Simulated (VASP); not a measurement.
Level of theory: PBE GGA, VASP's PBE PAW potentials (set 64) (plane waves; VASP).

VASP ran on this input.

POSCAR:
```
PbO2
1
    5.0712391872     0.0000000000     0.0000000000
    0.0000000000     5.0712391872     0.0000000000
    0.0000000000     0.0000000000     3.4494156150
Pb O
2 4
Direct
  0.0000000000   0.0000000000   0.0000000000
  0.5000000000   0.5000000000   0.5000000000
  0.3078886871   0.3078886871   0.0000000000
  0.8078886871   0.1921113129   0.5000000000
  0.1921113129   0.8078886871   0.5000000000
  0.6921113129   0.6921113129   0.0000000000
```

INCAR:
```
SYSTEM = PbO2
PREC = Accurate
ENCUT = 620
EDIFF = 1E-6
NELM = 100
ALGO = Normal
LREAL = .FALSE.
LASPH = .TRUE.
ISMEAR = 0
SIGMA = 0.05
GGA = PE
LMAXMIX = 4
LWAVE = .FALSE.
LCHARG = .FALSE.
IBRION = 2
ISIF = 3
NSW = 40
EDIFFG = -0.02
PSTRESS = 50
```

File KPOINTS:
```
K-points
0
G
5 5 7
```

POTCAR, in this order: Pb_d O (PBE.64 set). Program: vasp_std.

The resulting files:

### OUTCAR
```
 ion  position               nearest neighbor table
   1  0.000  0.000  0.000-   4 2.21   5 2.21   4 2.21   5 2.21   3 2.21   6 2.21   2 3.98   2 3.98
                             2 3.98   2 3.98   2 3.98   2 3.98   2 3.98   2 3.98
   2  0.500  0.500  0.500-   3 2.21   6 2.21   3 2.21   6 2.21   5 2.21   4 2.21   1 3.98   1 3.98
                             1 3.98   1 3.98   1 3.98   1 3.98   1 3.98   1 3.98
   3  0.308  0.308  0.000-   2 2.21   2 2.21   1 2.21
   4  0.808  0.192  0.500-   1 2.21   1 2.21   2 2.21
   5  0.192  0.808  0.500-   1 2.21   1 2.21   2 2.21
   6  0.692  0.692  0.000-   2 2.21   2 2.21   1 2.21
  LATTYP: Found a simple tetragonal cell.
 ALAT       =     5.0712391872
 C/A-ratio  =     0.6801918600
 Subroutine PRICEL returns:
 Original cell was already a primitive cell.
 Subroutine GETGRP returns: Found 16 space group operations
The static configuration has the point symmetry D_2h.
 The point group associated with its full space group is D_4h.
The dynamic configuration has the point symmetry D_2h.
 Subroutine INISYM returns: Found 16 space group operations
 Subroutine IBZKPT returns following result:
 Found     24 irreducible k-points:

 Following reciprocal coordinates:
            Coordinates               Weight
  0.000000  0.000000  0.000000      1.000000
  0.200000  0.000000  0.000000      4.000000
  0.400000  0.000000  0.000000      4.000000
  0.200000  0.200000  0.000000      4.000000
  0.400000  0.200000  0.000000      8.000000
  0.400000  0.400000  0.000000      4.000000
  0.000000  0.000000  0.142857      2.000000
  0.200000  0.000000  0.142857      8.000000
  0.400000  0.000000  0.142857      8.000000
  0.200000  0.200000  0.142857      8.000000
  0.400000  0.200000  0.142857     16.000000
  0.400000  0.400000  0.142857      8.000000
  0.000000  0.000000  0.285714      2.000000
  0.200000  0.000000  0.285714      8.000000
  0.400000  0.000000  0.285714      8.000000
  0.200000  0.200000  0.285714      8.000000
...
```

**OSZICAR**
```
       N       E                     dE             d eps       ncg     rms          rms(c)
DAV:   1     0.736236229018E+03    0.73624E+03   -0.29183E+04  1488   0.227E+03
DAV:   2     0.705364210902E+02   -0.66570E+03   -0.64268E+03  1621   0.594E+02
DAV:   3    -0.327650113103E+02   -0.10330E+03   -0.10004E+03  1899   0.244E+02
DAV:   4    -0.373482785109E+02   -0.45833E+01   -0.45676E+01  1840   0.551E+01
DAV:   5    -0.375134083900E+02   -0.16513E+00   -0.16507E+00  2006   0.998E+00    0.139E+01
DAV:   6    -0.319167357845E+02    0.55967E+01   -0.26271E+01  2324   0.557E+01    0.472E+00
DAV:   7    -0.319118211599E+02    0.49146E-02   -0.17541E+00  1826   0.110E+01    0.277E+00
DAV:   8    -0.319043562470E+02    0.74649E-02   -0.47956E-01  2342   0.644E+00    0.118E+00
DAV:   9    -0.318761302146E+02    0.28226E-01   -0.11926E-01  2394   0.414E+00    0.139E-01
DAV:  10    -0.318779221220E+02   -0.17919E-02   -0.10957E-02  1670   0.629E-01    0.113E-01
DAV:  11    -0.318778818774E+02    0.40245E-04   -0.33540E-04  2350   0.201E-01    0.470E-02
DAV:  12    -0.318778612247E+02    0.20653E-04   -0.86928E-05  2071   0.611E-02    0.108E-02
DAV:  13    -0.318778613532E+02   -0.12849E-06   -0.53344E-06  1923   0.202E-02
   1 F= -.29109434E+02 E0= -.29109341E+02  d E =-.291094E+02
       N       E                     dE             d eps       ncg     rms          rms(c)
DAV:   1    -0.335368868080E+02   -0.16590E+01   -0.57522E+01  1883   0.115E+02    0.855E+00
DAV:   2    -0.319574510812E+02    0.15794E+01   -0.44927E+00  1950   0.276E+01    0.270E+00
DAV:   3    -0.317189310077E+02    0.23852E+00   -0.70625E-01  2048   0.185E+01    0.578E-01
DAV:   4    -0.317124284931E+02    0.65025E-02   -0.93285E-02  2351   0.475E+00    0.183E-01
DAV:   5    -0.317136614691E+02   -0.12330E-02   -0.95742E-03  1732   0.861E-01    0.576E-02
DAV:   6    -0.317135358139E+02    0.12566E-03   -0.10563E-03  2037   0.844E-01    0.291E-02
DAV:   7    -0.317134945633E+02    0.41251E-04   -0.24578E-04  2241   0.184E-01    0.462E-03
DAV:   8    -0.317134937324E+02    0.83094E-06   -0.61569E-06  1946   0.285E-02
   2 F= -.29121973E+02 E0= -.29121931E+02  d E =-.125393E-01
       N       E                     dE             d eps       ncg     rms          rms(c)
DAV:   1    -0.321946210607E+02   -0.48113E+00   -0.12534E+01  1876   0.575E+01    0.380E+00
DAV:   2    -0.318842801571E+02    0.31034E+00   -0.91492E-01  2023   0.124E+01    0.120E+00
DAV:   3    -0.318321899296E+02    0.52090E-01   -0.13128E-01  1987   0.869E+00    0.286E-01
DAV:   4    -0.318299708715E+02    0.22191E-02   -0.22261E-02  2345   0.239E+00    0.821E-02
DAV:   5    -0.318300546396E+02   -0.83768E-04   -0.27198E-03  1838   0.498E-01    0.400E-02
DAV:   6    -0.318300024921E+02    0.52147E-04   -0.23212E-04  2162   0.358E-01    0.118E-02
DAV:   7    -0.318300027660E+02   -0.27383E-06   -0.55670E-05  1624   0.575E-02    0.325E-03
DAV:   8    -0.318300029544E+02   -0.18839E-06   -0.18861E-06  1377   0.138E-02
   3 F= -.29159161E+02 E0= -.29159111E+02  d E =-.497267E-01
       N       E                     dE             d eps       ncg     rms          rms(c)
DAV:   1    -0.318339303030E+02   -0.39275E-02   -0.86108E-01  1520   0.742E+00    0.494E-01
DAV:   2    -0.318308668641E+02    0.30634E-02   -0.36546E-02  1897   0.176E+00    0.266E-01
DAV:   3    -0.318283770437E+02    0.24898E-02   -0.47572E-03  2224   0.104E+00    0.687E-02
DAV:   4    -0.318283510494E+02    0.25994E-04   -0.95047E-04  2240   0.253E-01    0.236E-02
DAV:   5    -0.318283486707E+02    0.23788E-05   -0.41817E-05  2157   0.926E-02    0.754E-03
DAV:   6    -0.318283498427E+02   -0.11721E-05   -0.49250E-06  1745   0.193E-02    0.283E-03
DAV:   7    -0.318283500896E+02   -0.24688E-06   -0.43679E-07  1010   0.120E-02
   4 F= -.29162417E+02 E0= -.29162367E+02  d E =-.325634E-02
       N       E                     dE             d eps       ncg     rms          rms(c)
DAV:   1    -0.318291233530E+02   -0.77351E-03   -0.63638E-01  1520   0.641E+00    0.424E-01
DAV:   2    -0.318268872436E+02    0.22361E-02   -0.27032E-02  1889   0.152E+00    0.229E-01
DAV:   3    -0.318250469246E+02    0.18403E-02   -0.35303E-03  2238   0.894E-01    0.584E-02
DAV:   4    -0.318250307623E+02    0.16162E-04   -0.70519E-04  2249   0.218E-01    0.203E-02
DAV:   5    -0.318250292251E+02    0.15372E-05   -0.29473E-05  2156   0.784E-02    0.668E-03
DAV:   6    -0.318250301780E+02   -0.95295E-06   -0.34586E-06  1528   0.172E-02
   5 F= -.29163359E+02 E0= -.29163309E+02  d E =-.419829E-02
       N       E                     dE             d eps       ncg     rms          rms(c)
DAV:   1    -0.318247697962E+02    0.25943E-03   -0.27267E-03  1526   0.416E-01    0.277E-02
DAV:   2    -0.318247597243E+02    0.10072E-04   -0.11708E-04  1905   0.998E-02    0.149E-02
DAV:   3    -0.318247517184E+02    0.80059E-05   -0.15561E-05  2236   0.585E-02    0.390E-03
DAV:   4    -0.318247518202E+02   -0.10184E-06   -0.24048E-06  1222   0.145E-02
   6 F= -.29163361E+02 E0= -.29163311E+02  d E =-.420036E-02
       N       E                     dE             d eps       ncg     rms          rms(c)
DAV:   1    -0.318267591269E+02   -0.20074E-02   -0.95373E-02  1672   0.242E+00    0.170E-01
DAV:   2    -0.318263678770E+02    0.39125E-03   -0.21410E-03  2214   0.529E-01    0.958E-02
DAV:   3    -0.318261344106E+02    0.23347E-03   -0.32756E-04  2334   0.229E-01    0.133E-02
DAV:   4    -0.318261354809E+02   -0.10703E-05   -0.57142E-05  1964   0.612E-02    0.508E-03
DAV:   5    -0.318261350508E+02    0.43003E-06   -0.11837E-06  1088   0.182E-02
   7 F= -.29163697E+02 E0= -.29163648E+02  d E =-.336453E-03
```

OUTCAR:
```
------------------------ aborting loop because EDIFF is reached ----------------------------------------
  FORCE on cell =-STRESS in cart. coord.  units (eV):
  Direction    XX          YY          ZZ          XY          YZ          ZX
  --------------------------------------------------------------------------------------
  Total        2.6113784      2.6113784      2.6698538      0.0000000      0.0000000      0.0000000
  in kB       49.0411195     49.0411195     50.1392749      0.0000000      0.0000000      0.0000000
  external PRESSURE =      -0.5928287 kB  Pullay stress =      50.0000000 kB
  volume of cell :       85.31
      direct lattice vectors                 reciprocal lattice vectors
     4.985057887 -0.000000000  0.000000000     0.200599476  0.000000000  0.000000000
    -0.000000000  4.985057887  0.000000000     0.000000000  0.200599476  0.000000000
     0.000000000  0.000000000  3.433045834     0.000000000  0.000000000  0.291286528
 POSITION                                       TOTAL-FORCE (eV/Angst)
 -----------------------------------------------------------------------------------
      0.00000      0.00000      0.00000         0.000000      0.000000     -0.000000
      2.49253      2.49253      1.71652         0.000000      0.000000     -0.000000
      1.53074      1.53074      3.43305         0.013758      0.013758      0.000000
      4.02327      0.96179      1.71652         0.013758     -0.013758     -0.000000
      0.96179      4.02327      1.71652        -0.013758      0.013758      0.000000
      3.45431      3.45431      0.00000        -0.013758     -0.013758     -0.000000
 -----------------------------------------------------------------------------------
    total drift:                                0.000000      0.000000     -0.000000
  FREE ENERGIE OF THE ION-ELECTRON SYSTEM (eV)
  ---------------------------------------------------
  free  energy   TOTEN  =       -31.8261350508 eV

  energy  without entropy=      -31.8260352055  energy(sigma->0) =      -31.82608513
  enthalpy is  TOTEN    =       -29.1636974684 eV   P V=        2.6624375824

 reached required accuracy - stopping structural energy minimisation
```
(Selected blocks of OUTCAR.)

### CONTCAR
```
PbO2
   1.00000000000000
     4.9850578868573265   -0.0000000000000000    0.0000000000000000
    -0.0000000000000000    4.9850578868573265    0.0000000000000000
     0.0000000000000000    0.0000000000000000    3.4330458339568164
  Pb              O
     2     4
Direct
     0.0000000000000000    0.0000000000000000    0.0000000000000000
     0.5000000000000000    0.5000000000000000    0.5000000000000000
     0.3070663368841394    0.3070663368841394    1.0000000000000000
     0.8070663368841393    0.1929336631158606    0.5000000000000000
     0.1929336631158606    0.8070663368841393    0.5000000000000000
     0.6929336631158607    0.6929336631158607    0.0000000000000000
```

Energy and stress use the plane-wave basis of the starting cell.

The compound is PbO2 in the rutile structure. This run relaxes it under an external pressure of 5 GPa. Symmetry was kept, so distortions that lower it aren't found.
